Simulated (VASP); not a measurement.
```
CuTe
1.0
    0.00000     2.88957     2.88957
    2.88957     0.00000     2.88957
    2.88957     2.88957     0.00000
Te Cu
1 1
Direct
  0.25000   0.25000   0.25000
  0.00000   0.00000   0.00000
```

The base run (VASP): PBE GGA, plane waves, VASP's PBE PAW potentials (set 64). Settings: 400 eV cut-off, 7×7×7 Γ-centred mesh, Gaussian smearing of 0.050 eV, potentials Te Cu.

One setting is varied; ΔE counts from the base run. The base run took about 20 core-seconds. The timings are rough (shared machines, no repeats); factors under 2 mean little.

```tsv
setting	cost over the base run	electronic steps	ΔE (meV/atom)
EDIFF = 1E-2	within a factor of 2	10	-0.1
EDIFF = 1E-3	within a factor of 2	10	-0.2
EDIFF = 1E-4	within a factor of 2	12	0.0
base run	reference	14	0.0
EDIFF = 1E-5	within a factor of 2	13	0.0
EDIFF = 1E-8	within a factor of 2	19	0.0
```

Left out are runs that failed, have no time on record or changed the cell.

The structure was generated: CuTe was put into the zincblende type (F-43m), which need not be its known phase. The cell was not relaxed at this level.
